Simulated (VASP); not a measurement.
Wanted: the native input for a VASP 6.6.1 run.

```yaml
Task: single point
Functional: LDA
Potentials_or_basis: VASP PAW LDA potentials, release 64 (Mn_pv, Pt)
Cutoff: 520 eV
k_mesh: 6 × 6 × 6
Occupations: fermi-dirac, width 0.1 eV
Spin: collinear spin, typed start
Starting_moments: "[5.2, 0.0, 0.0, 0.0] μB"
Dipole_correction: no
Further_INCAR_settings: ALGO = Normal; EDIFF = 1e-06; NBANDS = 34
```

The structure of MnPt3 lies in POSCAR:

```
MnPt3
1.0
    3.9000000000      0.0000000000      0.0000000000
    0.0000000000      3.9000000000      0.0000000000
    0.0000000000      0.0000000000      3.9000000000
Mn Pt
1 3
Direct
    0.0000000000      0.0000000000      0.0000000000
    0.0000000000      0.5000000000      0.5000000000
    0.5000000000      0.0000000000      0.5000000000
    0.5000000000      0.5000000000      0.0000000000
```

One way to write it, as run:

INCAR

```
PREC = Accurate
ENCUT = 520
EDIFF = 1E-6
ISMEAR = -1
SIGMA = 0.1
LREAL = False
LASPH = True
NELM = 150
ALGO = Normal
ISIF = 2
LWAVE = False
LCHARG = False
ISPIN = 2
MAGMOM = 5.2 0 0 0
LORBIT = 11
LMAXMIX = 4
GGA = CA
NBANDS = 34
```

KPOINTS

```
regular mesh
0
Gamma
  6 6 6
```

Potentials or basis: VASP PAW LDA potentials, release 64 (Mn_pv, Pt).

Run with:

```sh
$ cat potpaw_LDA.64/Mn_pv/POTCAR potpaw_LDA.64/Pt/POTCAR > POTCAR
$ mpirun -np 1 vasp_std > vasp.out
```

It gave:

```json
{"Pressure": "-10.3 GPa", "Band gap on the k mesh": "none (metal or under the smearing width)", "Net moment": "4.05 μB per cell", "Site moments": "Mn +3.57; Pt +0.11 μB", "Valence electrons inside the program's atomic spheres": "Mn 11.52; Pt 9.34"}
```

Run time: 57 s on 1 thread of Intel(R) Xeon(R) 6975P-C (Granite Rapids) (shared host), peak memory 0.2 GiB.
